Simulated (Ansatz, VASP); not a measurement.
## MoC3 in VASP and in Ansatz

INCAR

```
SYSTEM = MoC3
PREC = Accurate ; ENCUT = 600
EDIFF = 1E-6 ; ISMEAR = 0
SIGMA = 0.1 ; LREAL = .False.
LASPH = .True. ; NELM = 60
ALGO = Normal ; ISIF = 3
LWAVE = .False. ; LCHARG = .False.
GGA = PE ; IBRION = 2
NSW = 90 ; EDIFFG = -0.04
```

File KPOINTS:

```
regular mesh
0
Gamma
  6 6 6
  0 0 0
```

Contents of POSCAR:

```
MoC3
1.0
    3.3197915425      0.0000000000      0.0000000000
    0.0000000000      3.3197915425      0.0000000000
    0.0000000000      0.0000000000      3.3197915425
Mo C
1 3
Direct
    0.0000000000      0.0000000000      0.0000000000
    0.0000000000      0.5000000000      0.5000000000
    0.5000000000      0.0000000000      0.5000000000
    0.5000000000      0.5000000000      0.0000000000
```

Input for Ansatz:

```yaml
crystal:
  lattice:
    - [3.3197915425, 0.0, 0.0]
    - [0.0, 3.3197915425, 0.0]
    - [0.0, 0.0, 3.3197915425]
  atoms:
    - { symbol: Mo, position: [0.0, 0.0, 0.0] }
    - { symbol: C, position: [0.0, 0.5, 0.5] }
    - { symbol: C, position: [0.5, 0.0, 0.5] }
    - { symbol: C, position: [0.5, 0.5, 0.0] }
basis:
  ecutwfc: 420
kpoints:
  mp_grid: { grid: [6, 6, 6] }
hamiltonian:
  xc: pbe
scf:
  occupations: { method: gaussian, width: 0.1 }
  lower_state_search: "off"
output:
  forces: true
  stress: true
  eigenvalues: true
relax:
  adjacent_minimum: "off"
  f_tol: 0.04
  max_steps: 70
  cell: { stress_tol: 0.4 }
```

Alike in both runs: task relaxation of cell and atoms; functional PBE; k mesh 6 × 6 × 6; occupations gaussian, width 0.1 eV; no spin polarisation.

|  | VASP | Ansatz |
| --- | --- | --- |
| version | VASP 6.6.1 | Ansatz 0.2.0 |
| potentials or method | VASP PAW PBE potentials, release 64 (Mo_sv, C) | scalar-relativistic, plane waves, PAW |
| plane-wave cutoff (eV) | 600 | 420 |
| valence electrons in the cell | 26 | 26 |

```tsv
	VASP	Ansatz	Ansatz less VASP
gap on the k mesh at the Fermi level, each at its own relaxed structure (eV)	none	none	-
relaxed volume (Å³/atom)	8.47	8.47	-0.001
relaxed cell length with the largest relative difference (Å)	3.235	3.235	-0.0002
energy change over the relaxation (meV/atom)	-39	-40	-0.4
```

A gap of «none» marks a metal or a gap that the smearing closes.
